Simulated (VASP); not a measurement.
All values below come from optB86b-vdW, VASP's PBE PAW potentials (set 64) (plane waves; VASP).

Input for VASP

File KPOINTS:
```
Automatic mesh
0
Gamma
7 7 4
0 0 0
```

### POSCAR
```
La2O3
1.0
  2.0011748508  -3.4661364248   0.0000000000
  2.0011748508   3.4661364248   0.0000000000
  0.0000000000   0.0000000000   6.2049234774
La O
2 3
Cartesian
  2.0011748508   1.1553811190   1.5213263623
  2.0011748508  -1.1553811190   4.6835971151
  0.0000000000   0.0000000000   6.2049234774
  2.0011748508   1.1553811190   4.0091300504
  2.0011748508  -1.1553811190   2.1957934270
```

INCAR:
```
AGGAC = 0.0
ALGO = Normal
EDIFF = 1E-7
EDIFFG = -0.01
ENCUT = 520
GGA = MK
IBRION = 2
ISIF = 4
ISMEAR = 0
LASPH = .TRUE.
LCHARG = .FALSE.
LMAXMIX = 6
LREAL = .FALSE.
LUSE_VDW = .TRUE.
LWAVE = .FALSE.
NELM = 100
NSW = 30
PARAM1 = 0.1234
PARAM2 = 1.0
PREC = Accurate
SIGMA = 0.05
SYSTEM = La2O3
```

POTCAR, in this order: La O (PBE.64 set). Program: vasp_std.

Output of the run:

File OSZICAR:
```
...
DAV:   6    -0.333147228540E+02    0.56374E+01   -0.54118E+01  2056   0.430E+01    0.771E+00
DAV:   7    -0.332052693130E+02    0.10945E+00   -0.62341E+00  2560   0.259E+01    0.343E+00
DAV:   8    -0.331959734948E+02    0.92958E-02   -0.50549E-01  2312   0.630E+00    0.133E+00
DAV:   9    -0.331932913157E+02    0.26822E-02   -0.78656E-02  2424   0.260E+00    0.415E-01
DAV:  10    -0.331953283089E+02   -0.20370E-02   -0.43924E-02  2192   0.140E+00    0.231E-01
DAV:  11    -0.331956742903E+02   -0.34598E-03   -0.16071E-02  2312   0.958E-01    0.138E-01
DAV:  12    -0.331957870618E+02   -0.11277E-03   -0.26122E-03  2352   0.398E-01    0.733E-02
DAV:  13    -0.331957590456E+02    0.28016E-04   -0.11742E-03  2392   0.237E-01    0.140E-02
DAV:  14    -0.331957666311E+02   -0.75855E-05   -0.71730E-05  2096   0.805E-02    0.796E-03
DAV:  15    -0.331957672720E+02   -0.64092E-06   -0.12636E-05  2544   0.310E-02    0.520E-03
DAV:  16    -0.331957671702E+02    0.10183E-06   -0.13013E-06  2128   0.980E-03    0.366E-03
DAV:  17    -0.331957668937E+02    0.27648E-06   -0.10878E-06  1856   0.779E-03    0.117E-03
DAV:  18    -0.331957669072E+02   -0.13554E-07   -0.11227E-07  1320   0.447E-03
   1 F= -.33195767E+02 E0= -.33195767E+02  d E =-.331958E+02
       N       E                     dE             d eps       ncg     rms          rms(c)
DAV:   1    -0.332066766400E+02   -0.10910E-01   -0.27199E+00  2232   0.191E+01    0.635E-01
DAV:   2    -0.332111523384E+02   -0.44757E-02   -0.14648E-01  2224   0.294E+00    0.396E-01
DAV:   3    -0.332090757902E+02    0.20765E-02   -0.13639E-02  2552   0.120E+00    0.201E-01
DAV:   4    -0.332086684084E+02    0.40738E-03   -0.31898E-03  2672   0.602E-01    0.885E-02
DAV:   5    -0.332086656635E+02    0.27448E-05   -0.16437E-03  2488   0.286E-01    0.449E-02
DAV:   6    -0.332086529563E+02    0.12707E-04   -0.23248E-04  2272   0.127E-01    0.225E-02
DAV:   7    -0.332086689450E+02   -0.15989E-04   -0.15486E-04  2320   0.870E-02    0.206E-02
DAV:   8    -0.332086617179E+02    0.72270E-05   -0.52290E-05  2248   0.531E-02    0.423E-03
DAV:   9    -0.332086621176E+02   -0.39969E-06   -0.60142E-06  2240   0.203E-02    0.144E-03
DAV:  10    -0.332086621872E+02   -0.69596E-07   -0.46922E-07  1816   0.585E-03
   2 F= -.33208662E+02 E0= -.33208662E+02  d E =-.128953E-01
       N       E                     dE             d eps       ncg     rms          rms(c)
DAV:   1    -0.332090317865E+02   -0.36967E-03   -0.13747E-01  2232   0.422E+00    0.142E-01
DAV:   2    -0.332092483847E+02   -0.21660E-03   -0.71645E-03  2216   0.657E-01    0.882E-02
DAV:   3    -0.332091471382E+02    0.10125E-03   -0.69326E-04  2600   0.275E-01    0.443E-02
DAV:   4    -0.332091259150E+02    0.21223E-04   -0.13792E-04  2656   0.127E-01    0.185E-02
DAV:   5    -0.332091268448E+02   -0.92979E-06   -0.65376E-05  2520   0.566E-02    0.930E-03
DAV:   6    -0.332091264060E+02    0.43881E-06   -0.10837E-05  2328   0.267E-02    0.443E-03
DAV:   7    -0.332091269067E+02   -0.50073E-06   -0.31299E-06  2480   0.139E-02    0.271E-03
DAV:   8    -0.332091267893E+02    0.11735E-06   -0.89367E-07  1808   0.701E-03    0.641E-04
DAV:   9    -0.332091267985E+02   -0.92055E-08   -0.89938E-08  1168   0.416E-03
   3 F= -.33209127E+02 E0= -.33209127E+02  d E =-.133599E-01
       N       E                     dE             d eps       ncg     rms          rms(c)
DAV:   1    -0.332120575724E+02   -0.29308E-02   -0.50310E-01  1840   0.111E+01    0.352E-01
DAV:   2    -0.332125079818E+02   -0.45041E-03   -0.35526E-02  2528   0.223E+00    0.219E-01
DAV:   3    -0.332112325588E+02    0.12754E-02   -0.48788E-03  2648   0.840E-01    0.497E-02
DAV:   4    -0.332112248963E+02    0.76625E-05   -0.31043E-04  2232   0.152E-01    0.277E-02
DAV:   5    -0.332112277260E+02   -0.28297E-05   -0.40338E-05  2528   0.531E-02    0.142E-02
DAV:   6    -0.332112283136E+02   -0.58756E-06   -0.19942E-05  2328   0.318E-02    0.769E-03
DAV:   7    -0.332112283123E+02    0.12733E-08   -0.33194E-06  2240   0.150E-02    0.298E-03
DAV:   8    -0.332112283575E+02   -0.45147E-07   -0.31656E-06  2080   0.116E-02    0.201E-03
DAV:   9    -0.332112282994E+02    0.58056E-07   -0.27117E-07  1272   0.581E-03
   4 F= -.33211228E+02 E0= -.33211228E+02  d E =-.210150E-02
       N       E                     dE             d eps       ncg     rms          rms(c)
DAV:   1    -0.332133657900E+02   -0.21374E-02   -0.75898E-01  1840   0.136E+01    0.432E-01
DAV:   2    -0.332140707132E+02   -0.70492E-03   -0.53785E-02  2512   0.274E+00    0.268E-01
DAV:   3    -0.332121443513E+02    0.19264E-02   -0.72780E-03  2672   0.103E+00    0.621E-02
DAV:   4    -0.332121291552E+02    0.15196E-04   -0.47887E-04  2232   0.186E-01    0.344E-02
DAV:   5    -0.332121336818E+02   -0.45266E-05   -0.66486E-05  2536   0.681E-02    0.179E-02
DAV:   6    -0.332121343758E+02   -0.69404E-06   -0.33565E-05  2288   0.406E-02    0.101E-02
DAV:   7    -0.332121344809E+02   -0.10507E-06   -0.53814E-06  2272   0.194E-02    0.408E-03
DAV:   8    -0.332121344590E+02    0.21937E-07   -0.49339E-06  2128   0.142E-02    0.218E-03
DAV:   9    -0.332121344168E+02    0.42194E-07   -0.37424E-07  1456   0.676E-03
   5 F= -.33212134E+02 E0= -.33212134E+02  d E =-.300762E-02
       N       E                     dE             d eps       ncg     rms          rms(c)
DAV:   1    -0.332119611304E+02    0.17333E-03   -0.11535E-01  1776   0.261E+00    0.597E-02
DAV:   2    -0.332124207457E+02   -0.45962E-03   -0.52323E-03  2112   0.816E-01    0.378E-02
DAV:   3    -0.332123916484E+02    0.29097E-04   -0.17395E-04  2264   0.135E-01    0.244E-02
DAV:   4    -0.332123700169E+02    0.21632E-04   -0.12738E-04  2384   0.972E-02    0.780E-03
DAV:   5    -0.332123708160E+02   -0.79911E-06   -0.20043E-05  1888   0.353E-02    0.647E-03
DAV:   6    -0.332123706835E+02    0.13242E-06   -0.95799E-06  2456   0.229E-02    0.349E-03
DAV:   7    -0.332123706693E+02    0.14237E-07   -0.12025E-06  2208   0.868E-03    0.286E-03
DAV:   8    -0.332123705422E+02    0.12714E-06   -0.11444E-06  1976   0.736E-03    0.848E-04
DAV:   9    -0.332123705490E+02   -0.68435E-08   -0.76433E-08   928   0.326E-03
   6 F= -.33212371E+02 E0= -.33212371E+02  d E =-.236132E-03
       N       E                     dE             d eps       ncg     rms          rms(c)
DAV:   1    -0.332118693307E+02    0.50121E-03   -0.16954E-01  1776   0.317E+00    0.727E-02
DAV:   2    -0.332125448748E+02   -0.67554E-03   -0.76937E-03  2104   0.988E-01    0.459E-02
DAV:   3    -0.332125021853E+02    0.42690E-04   -0.25901E-04  2280   0.164E-01    0.296E-02
DAV:   4    -0.332124706886E+02    0.31497E-04   -0.19370E-04  2408   0.120E-01    0.998E-03
DAV:   5    -0.332124718180E+02   -0.11293E-05   -0.30117E-05  1896   0.427E-02    0.860E-03
DAV:   6    -0.332124713717E+02    0.44623E-06   -0.14500E-05  2440   0.281E-02    0.409E-03
DAV:   7    -0.332124715118E+02   -0.14006E-06   -0.26890E-06  2200   0.124E-02    0.417E-03
DAV:   8    -0.332124712208E+02    0.29097E-06   -0.15384E-06  2032   0.875E-03    0.140E-03
DAV:   9    -0.332124712275E+02   -0.66757E-08   -0.37912E-07  1480   0.504E-03
   7 F= -.33212471E+02 E0= -.33212471E+02  d E =-.336811E-03
       N       E                     dE             d eps       ncg     rms          rms(c)
DAV:   1    -0.332124288643E+02    0.42357E-04   -0.49276E-03  1560   0.503E-01    0.188E-02
DAV:   2    -0.332124760806E+02   -0.47216E-04   -0.53455E-04  2248   0.245E-01    0.147E-02
DAV:   3    -0.332124763189E+02   -0.23823E-06   -0.34089E-05  2232   0.566E-02    0.101E-02
DAV:   4    -0.332124763290E+02   -0.10116E-07   -0.76326E-06  2448   0.229E-02    0.551E-03
DAV:   5    -0.332124768602E+02   -0.53125E-06   -0.25749E-06  2424   0.129E-02    0.288E-03
DAV:   6    -0.332124768823E+02   -0.22052E-07   -0.16013E-06  2384   0.979E-03    0.888E-04
DAV:   7    -0.332124769120E+02   -0.29754E-07   -0.56077E-07  1824   0.555E-03
   8 F= -.33212477E+02 E0= -.33212477E+02  d E =-.568455E-05
```

**OUTCAR**
```
------------------------ aborting loop because EDIFF is reached ----------------------------------------
  FORCE on cell =-STRESS in cart. coord.  units (eV):
  Direction    XX          YY          ZZ          XY          YZ          ZX
  --------------------------------------------------------------------------------------
  Total       -3.2251274     -3.2251273     -3.2211719      0.0000000      0.0000000      0.0000000
  in kB      -60.0288945    -60.0288928    -59.9552704      0.0000000      0.0000000      0.0000000
  external PRESSURE =     -60.0043526 kB  Pullay stress =       0.0000000 kB
  volume of cell :       86.08
      direct lattice vectors                 reciprocal lattice vectors
     1.986137996 -3.440091872  0.000000000     0.251744844 -0.145344955 -0.000000000
     1.986137996  3.440091872 -0.000000000     0.251744844  0.145344955  0.000000000
     0.000000000 -0.000000000  6.299232783     0.000000000  0.000000000  0.158749491
 POSITION                                       TOTAL-FORCE (eV/Angst)
 -----------------------------------------------------------------------------------
      1.98614      1.14670      1.57082        -0.000000     -0.000000     -0.007885
      1.98614     -1.14670      4.72842         0.000000      0.000000      0.007885
      0.00000      0.00000      0.00000         0.000000      0.000000      0.000000
      1.98614      1.14670      4.05875        -0.000000     -0.000000     -0.001894
      1.98614     -1.14670      2.24048         0.000000     -0.000000      0.001894
 -----------------------------------------------------------------------------------
    total drift:                                0.000000     -0.000000      0.000000
  FREE ENERGIE OF THE ION-ELECTRON SYSTEM (eV)
  ---------------------------------------------------
  free  energy   TOTEN  =       -33.2124769120 eV

  energy  without entropy=      -33.2124769120  energy(sigma->0) =      -33.21247691

 reached required accuracy - stopping structural energy minimisation
```
(Selected blocks of OUTCAR.)

**CONTCAR**
```
La2O3
   1.00000000000000
     1.9861379958357912   -3.4400918718622253    0.0000000000000000
     1.9861379958357912    3.4400918718622253   -0.0000000000000000
     0.0000000000000000   -0.0000000000000000    6.2992327834554898
  La              O
     2     3
Direct
     0.3333330000000032    0.6666669999999968    0.2493664732016784
     0.6666669999999968    0.3333330000000032    0.7506335267983216
     0.0000000000000000    0.0000000000000000    0.0000000000000000
     0.3333330000000032    0.6666669999999968    0.6443247392822079
     0.6666669999999968    0.3333330000000032    0.3556752607177922
```

File OUTCAR:
```
 val. band max:        5.3446332135   @ k =   0.4286   0.0000   0.5000

 cond. band min:       9.1820678473   @ k =   0.4286   0.0000   0.0000


 Fermi energy:         5.5847419109

 k-point     1 :       0.0000    0.0000    0.0000
  band No.  band energies     occupation
      1     -24.5816      2.00000
      2     -24.4007      2.00000
      3     -11.3408      2.00000
      4     -10.1401      2.00000
      5      -9.6606      2.00000
      6      -8.0257      2.00000
      7      -8.0257      2.00000
      8      -7.8419      2.00000
      9      -7.8419      2.00000
     10      -7.7854      2.00000
     11      -6.9638      2.00000
     12       3.1854      2.00000
     13       3.1854      2.00000
     14       3.2616      2.00000
     15       3.2616      2.00000
     16       3.3319      2.00000
     17       3.8260      2.00000
     18       5.0705      2.00000
     19       5.0706      2.00000
     20       5.3068      2.00000
     21       9.4185      0.00000
     22       9.9427      0.00000
     23       9.9427      0.00000
     24      10.2174      0.00000

 k-point     2 :       0.1429    0.0000    0.0000
  band No.  band energies     occupation
      1     -24.5536      2.00000
      2     -24.3881      2.00000
      3     -11.3570      2.00000
      4     -10.4906      2.00000
      5      -9.8882      2.00000
      6      -8.0923      2.00000
      7      -7.8678      2.00000
      8      -7.8307      2.00000
      9      -7.7523      2.00000
     10      -7.6381      2.00000
     11      -6.9394      2.00000
     12       3.0247      2.00000
     13       3.3335      2.00000
     14       3.3845      2.00000
     15       3.4128      2.00000
     16       3.4330      2.00000
     17       4.2371      2.00000
     18       4.8040      2.00000
     19       5.0462      2.00000
     20       5.2379      2.00000
     21       9.5797      0.00000
     22       9.9098      0.00000
     23      10.0410      0.00000
     24      10.2841      0.00000
...
```

The compound is La2O3 in the a-type structure. This cell is one point of a volume scan, at 1.06 of the reference volume. Symmetry was kept, so distortions that lower it aren't found.
